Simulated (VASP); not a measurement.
# Ta4NiO11 (P1) in VASP: reference runs

How does Ta4NiO11 come out in PBE? The cell is run as given and disturbed.

Everything below comes from runs of VASP 6.6.1. Logs are shortened: lines on timing, memory, paths and dates and some standing lists are left out, and cuts for length are marked.

## Step 1: Starting point

The typed cell holds 16 atoms: a = 5.293 Å, b = 5.336 Å, c = 7.911 Å, α = 90.30°, β = 93.72°, γ = 90.45°.

The cell was built by a generator and needn't be a form met in nature.

## Step 2: Single point, PBE, collinear spin, ferromagnetic start

File INCAR:

```
SYSTEM = Ta4NiO11
ALGO = Normal
EDIFF = 1E-7
ENCUT = 520
GGA = PE
ISIF = 2
ISMEAR = -1
ISPIN = 2
KPAR = 4
LASPH = .True.
LCHARG = .False.
LMAXMIX = 4
LORBIT = 11
LREAL = .False.
LWAVE = .False.
MAGMOM = 0 0 0 0 1 0 0 0 0 0 0 0 0 0 0 0
NBANDS = 78
NELM = 120
PREC = Accurate
SIGMA = 0.05
```

File KPOINTS:

```
k-points
0
Gamma
  5 5 4
  0 0 0
```

File POSCAR:

```
Ta4NiO11
1.0
    5.2928500000     -0.0003200000     -0.0251800000
   -0.0419000000      5.3356900000      0.0234000000
   -0.4762000000     -0.0799900000      7.8960900000
Ta Ni O
4 1 11
Direct
    0.5226100000      0.4636400000      0.5184300000
    0.5553200000      0.5316300000      0.9808300000
    0.0233800000      0.9883200000      0.5096100000
    0.0491600000      0.0248400000      0.0168900000
    0.0653800000      0.5799800000      0.2689800000
    0.9671100000      0.9383400000      0.2389200000
    0.2100500000      0.2832400000      0.4299000000
    0.2728700000      0.7199500000      0.0614500000
    0.3388800000      0.2382000000      0.0368200000
    0.3066500000      0.7534100000      0.4587400000
    0.5010300000      0.4485800000      0.7499100000
    0.7056400000      0.1633200000      0.4873200000
    0.7330200000      0.8335800000      0.9406000000
    0.8528400000      0.3649700000      0.0789600000
    0.8188900000      0.6556100000      0.4758400000
    0.0771800000      0.0123900000      0.7468000000
```

Potentials or basis: VASP PAW PBE potentials, release 64 (Ta_pv, Ni, O).

Run with:

```
$ cat potpaw_PBE.64/Ta_pv/POTCAR potpaw_PBE.64/Ni/POTCAR potpaw_PBE.64/O/POTCAR > POTCAR
$ mpirun -np 4 vasp_std > vasp.out
```

OUTCAR:

```text
SYSTEM = Ta4NiO11
   EDIFF = 1E-7
   ENCUT = 520
   GGA = PE
   ISIF = 2
   ISMEAR = -1
   ISPIN = 2
   LASPH = .True.
   LORBIT = 11
   LREAL = .False.
   NELM = 120
   PREC = Accurate

 ion  position               nearest neighbor table
   1  0.523  0.464  0.518-  11 1.84  12 1.90  15 1.92  10 1.97   7 1.99   5 3.09
   2  0.555  0.532  0.981-  11 1.88  13 1.90  14 1.93   8 1.95   9 2.00
   3  0.023  0.988  0.510-  16 1.88  12 1.93   7 1.98  10 2.02  15 2.08   6 2.16   5 2.91
   4  0.049  0.025  0.017-   6 1.90   9 1.90  13 2.01   8 2.04  16 2.15  14 2.17   5 3.11
   5  0.065  0.580  0.269-   6 2.00  10 2.11  14 2.14   7 2.15   8 2.17  15 2.20   3 2.91   1 3.09
                             4 3.11
   6  0.967  0.938  0.239-   4 1.90   5 2.00   3 2.16
   7  0.210  0.283  0.430-   3 1.98   1 1.99   5 2.15
   8  0.273  0.720  0.061-   2 1.95   4 2.04   5 2.17
   9  0.339  0.238  0.037-   4 1.90   2 2.00
  10  0.307  0.753  0.459-   1 1.97   3 2.02   5 2.11
  11  0.501  0.449  0.750-   1 1.84   2 1.88
  12  0.706  0.163  0.487-   1 1.90   3 1.93
  13  0.733  0.834  0.941-   2 1.90   4 2.01
  14  0.853  0.365  0.079-   2 1.93   5 2.14   4 2.17
  15  0.819  0.656  0.476-   1 1.92   3 2.08   5 2.20
  16  0.077  0.012  0.747-   3 1.88   4 2.15

  LATTYP: Found a triclinic cell.
 ALAT       =     9.2280979160
 B/A-ratio  =     0.5735645582
 C/A-ratio  =     0.5782237977
 COS(alpha) =     0.0079336920
 COS(beta)  =     0.0090606262
 COS(gamma) =     0.5178917742

  Lattice vectors:

 A1 = (  -4.8166500000,   0.0803100000,  -7.8709100000)
 A2 = (  -5.2928500000,   0.0003200000,   0.0251800000)
 A3 = (  -0.0419000000,   5.3356900000,   0.0234000000)

Analysis of symmetry for initial positions (statically):
=====================================================================
 Subroutine PRICEL returns:
 Original cell was already a primitive cell.

 Routine SETGRP: Setting up the symmetry group for a
 triclinic supercell.

 Subroutine GETGRP returns: Found  1 space group operations
 (whereof  1 operations were pure point group operations)
 out of a pool of  2 trial point group operations.

The static configuration has the point symmetry C_1 .

Analysis of symmetry for dynamics (positions and initial velocities):
=====================================================================
 Subroutine PRICEL returns:
 Original cell was already a primitive cell.

 Routine SETGRP: Setting up the symmetry group for a
 triclinic supercell.

 Subroutine GETGRP returns: Found  1 space group operations
 (whereof  1 operations were pure point group operations)
 out of a pool of  2 trial point group operations.

The dynamic configuration has the point symmetry C_1 .

Analysis of structural, dynamic, and magnetic symmetry:
=====================================================================
 Subroutine PRICEL returns:
 Original cell was already a primitive cell.

 Routine SETGRP: Setting up the symmetry group for a
 triclinic supercell.

 Subroutine GETGRP returns: Found  1 space group operations
 (whereof  1 operations were pure point group operations)
 out of a pool of  2 trial point group operations.

The overall configuration has the point symmetry C_1 .

 Subroutine INISYM returns: Found  1 space group operations
 (whereof  1 operations are pure point group operations),
 and found     1 'primitive' translations

----------------------------------------------------------------------------------------

                                     Primitive cell

  volume of cell :     222.9393

  direct lattice vectors                    reciprocal lattice vectors
     5.292850000 -0.000320000 -0.025180000     0.188988506  0.001434037  0.011412108
    -0.041900000  5.335690000  0.023400000     0.000020368  0.187409014  0.001899744
    -0.476200000 -0.079990000  7.896090000     0.000602609 -0.000550812  0.126675722

  length of vectors
     5.292909905  5.335905822  7.910840798     0.189338185  0.187418643  0.126678353

  position of ions in fractional coordinates (direct lattice)
     0.522610000  0.463640000  0.518430000
[... 89 lines left out ...]
   number of dos      NEDOS =    301   number of ions     NIONS =     16
   total plane-waves  NPLWV =  96000
   dimension x,y,z NGX =    40 NGY =   40 NGZ =   60
   dimension x,y,z NGXF=    80 NGYF=   80 NGZF=  120
   ions per type =               4   1  11
   NGX,Y,Z   is equivalent  to a cutoff of  12.56, 12.46, 12.61 a.u.
   NGXF,Y,Z  is equivalent  to a cutoff of  25.13, 24.92, 25.22 a.u.
 SYSTEM =  Ta4NiO11
   PREC   = accura    normal or accurate (medium, high low for compatibility)
   ISTART =      0    job   : 0-new  1-cont  2-samecut
   ICHARG =      2    charge: 1-file 2-atom 10-const
   ISPIN  =      2    spin polarized calculation?
   LNONCOLLINEAR =      F non collinear calculations
   LSORBIT =      F    spin-orbit coupling
   LASPH  =      T    aspherical Exc in radial PAW
   ENCUT  =  520.0 eV  38.22 Ry    6.18 a.u.   9.84  9.92 14.71*2*pi/ulx,y,z
   NELM   =    120;   NELMIN=  2; NELMDL= -5     # of ELM steps
   EDIFF  = 0.1E-06   stopping-criterion for ELM
   LREAL  =      F    real-space projection
   EDIFFG = 0.1E-05   stopping-criterion for IOM
   NSW    =      0    number of steps for IOM
   IBRION =     -1    ionic relax: 0-MD 1-quasi-New 2-CG
   NFREE  =      0    steps in history (QN), initial steepest desc. (CG)
   ISIF   =      2    stress and relaxation
   ISYM   =      2    0-nonsym 1-usesym 2-fastsym
   POTIM  = 0.5000    time-step for ionic-motion
   TEBEG  =    0.0;   TEEND  =   0.0 temperature during run
   PSTRESS=    0.0 pullay stress
   NELECT =     120.0000    total number of electrons
   NUPDOWN=      -1.0000    fix difference up-down
   EMIN   =  10.00;   EMAX   =-10.00  energy-range for DOS
   EFERMI =   0.00;   METHOD = LEGACY
   ISMEAR =    -1;   SIGMA  =   0.05  broadening in eV -4-tet -1-fermi 0-gaus
   EFERMI_NEDOS =   21; number of points for ismear=-14 and -15
   IALGO  =     38    algorithm
   IMIX   =      4    mixing-type and parameters
     AMIX     =   0.40;   BMIX     =  1.00
     AMIX_MAG =   1.60;   BMIX_MAG =  1.00
  volume/ion in A,a.u.               =      13.93        94.03
  Fermi-wavevector in a.u.,A,eV,Ry     =   1.331700  2.516548 24.128909  1.773425
  Thomas-Fermi vector in A             =   2.460691
   LORBIT       =     11    0 simple, 1 ext, 2 COOP (PROOUT), +10 PAW based schemes
   GGA     = PE    functional components
   LHFCALC =     F    Hartree Fock is set to
   AEXX    =    0.0000 exact exchange contribution
   IVDW    =     0    specifies the selected vdW correction
   LEPSILON=     F    determine dielectric tensor
   LRPA    =     F    only Hartree local field effects (RPA)
 spin polarized calculation
  energy-cutoff  :      520.00
  volume of cell :      222.94
 maximum number of plane-waves:      6025
   NGX = 19   NGY = 19   NGZ = 29

 number of electron     120.0000002 magnetization       1.9999407

 Free energy of the ion-electron system (eV)
  ---------------------------------------------------
  ext. energy  EPLUGINS =         0.00000000
  ---------------------------------------------------
  free energy    TOTEN  =      -146.39080677 eV

  energy without entropy =     -146.39080570  energy(sigma->0) =     -146.39080624

 E-fermi :   2.2600     XC(G=0):  -9.9172

 val. band max:        1.5833033401   @ k =   0.0000  -0.2000   0.2500
 cond. band min:       2.8792653128   @ k =  -0.4000   0.4000   0.5000
 fundamental gap:      1.2959619727
 Fermi energy:         2.2600456488

 spin component 1

 k-point     1 :       0.0000    0.0000    0.0000
  band No.  band energies     occupation
      1     -33.6219      1.00000
      2     -33.4397      1.00000
      3     -33.3298      1.00000
      4     -33.3261      1.00000
      5     -33.3022      1.00000
      6     -33.2335      1.00000
[... 1789 lines left out ...]
     71       6.3498      0.00000
     72       6.5230      0.00000

 [... further k-points ...]

 spin component 2

 k-point     1 :       0.0000    0.0000    0.0000
  band No.  band energies     occupation
      1     -33.6199      1.00000
      2     -33.4378      1.00000
      3     -33.3267      1.00000
      4     -33.3190      1.00000
      5     -33.2944      1.00000
      6     -33.2295      1.00000
[... 1789 lines left out ...]
     71       6.3798      0.00000
     72       6.5515      0.00000

 [... further k-points ...]

 [bands above 72 left out]

------------------------ aborting loop because EDIFF is reached ----------------------------------------

  FORCE on cell =-STRESS in cart. coord.  units (eV):
  Direction    XX          YY          ZZ          XY          YZ          ZX
  --------------------------------------------------------------------------------------
  -------------------------------------------------------------------------------------
  Total        1.0878856      1.0167990      1.0306779      0.0611545     -0.0328515     -0.0294963
  in kB        7.8182080      7.3073369      7.4070787      0.4394936     -0.2360910     -0.2119782
  external PRESSURE =       7.5108745 kB  Pullay stress =       0.0000000 kB

 VOLUME and BASIS-vectors are now :
 -----------------------------------------------------------------------------
  energy-cutoff  :      520.00
  volume of cell :      222.94
      direct lattice vectors                 reciprocal lattice vectors
     5.292850000 -0.000320000 -0.025180000     0.188988506  0.001434037  0.011412108
    -0.041900000  5.335690000  0.023400000     0.000020368  0.187409014  0.001899744
    -0.476200000 -0.079990000  7.896090000     0.000602609 -0.000550812  0.126675722

 POSITION                                       TOTAL-FORCE (eV/Angst)
 -----------------------------------------------------------------------------------
      2.49979      2.43220      4.09126        -0.046372      0.013871     -0.091091
      2.44988      2.75798      7.74318        -0.025651     -0.043399      0.051180
     -0.16034      5.23260      4.04646         0.011481     -0.044285     -0.087658
      0.25111      0.13117      0.13271        -0.021023      0.012829     -0.097680
      0.19366      3.07306      2.13582         0.002938     -0.024056     -0.004246
      4.96568      4.98727      1.88414        -0.033500     -0.013983      0.096405
[... 8 lines left out ...]
      4.08020      3.45981      3.75200         0.074638      0.037797     -0.015521
      0.05236      0.00635      5.89515         0.014828      0.006391      0.111116
 -----------------------------------------------------------------------------------
    total drift:                                0.000325      0.001785      0.001097

  FREE ENERGIE OF THE ION-ELECTRON SYSTEM (eV)
  ---------------------------------------------------
  free  energy   TOTEN  =      -146.3908067733 eV

  energy  without entropy=     -146.3908056975  energy(sigma->0) =     -146.39080624

 total charge

# of ion       s       p       d       tot
------------------------------------------
    1        0.367   6.346   2.232   8.944
    2        0.361   6.334   2.212   8.907
    3        0.344   6.330   2.094   8.768
    4        0.337   6.313   2.056   8.706
    5        0.304   0.363   8.176   8.843
    6        1.571   3.512   0.000   5.083
[... 8 lines left out ...]
   15        1.566   3.502   0.000   5.067
   16        1.568   3.464   0.000   5.032
--------------------------------------------------
tot         18.965  64.239  16.769  99.973

 magnetization (x)

# of ion       s       p       d       tot
------------------------------------------
    1        0.000   0.001   0.005   0.006
    2        0.000   0.001   0.006   0.007
    3       -0.000  -0.000   0.001   0.001
    4       -0.000   0.001   0.006   0.007
    5        0.003   0.003   1.526   1.533
    6        0.004   0.086   0.000   0.090
[... 8 lines left out ...]
   15        0.004   0.046   0.000   0.049
   16        0.000   0.004   0.000   0.004
--------------------------------------------------
tot          0.027   0.352   1.544   1.922
```

Run time: 22 min. Hardware: 4 MPI ranks of AMD EPYC 7R13 (Zen 3), shared host; peak memory 1.2 GiB.

Results:

| Quantity | Value |
| --- | --- |
| Free energy | -146.3908 eV |
| Pressure | 0.8 GPa |
| Largest force | 0.112 eV/Å |
| Band gap on the k mesh | 1.30 eV, indirect (least direct gap 1.39 eV) |
| Net moment | 2.00 μB per cell |
| Site moments | Ta +0.01, +0.00; Ni +1.53; O +0.09, +0.04, +0.06, +0.00, +0.07, +0.01, +0.05 μB |
| Valence electrons inside the program's atomic spheres | Ta 8.94, 8.91, 8.77, 8.71; Ni 8.84; O 5.08, 5.07, 5.06, 5.13, 5.10, 5.04, 5.03 |

Forces on the atoms (eV/Å):
```
Ta  -0.046  0.014 -0.091
Ta  -0.026 -0.043  0.051
Ta   0.011 -0.044 -0.088
Ta  -0.021  0.013 -0.098
Ni   0.003 -0.024 -0.004
O   -0.034 -0.014  0.096
O   -0.023  0.012 -0.030
O   -0.060  0.027  0.036
O    0.051  0.025  0.023
O   -0.005  0.032 -0.013
O   -0.017 -0.029  0.035
O   -0.005 -0.052 -0.014
O    0.014  0.071 -0.033
O    0.067 -0.031  0.033
O    0.075  0.038 -0.016
O    0.015  0.006  0.111
```

Caveat: spin-orbit coupling is left out, which moves the levels of the heavy elements; an odd mesh through Γ misses points on the zone boundary, where band edges often lie; a cell with one magnetic atom can't hold antiferromagnetic order, which such compounds often take.

[end of part 1 of 2]
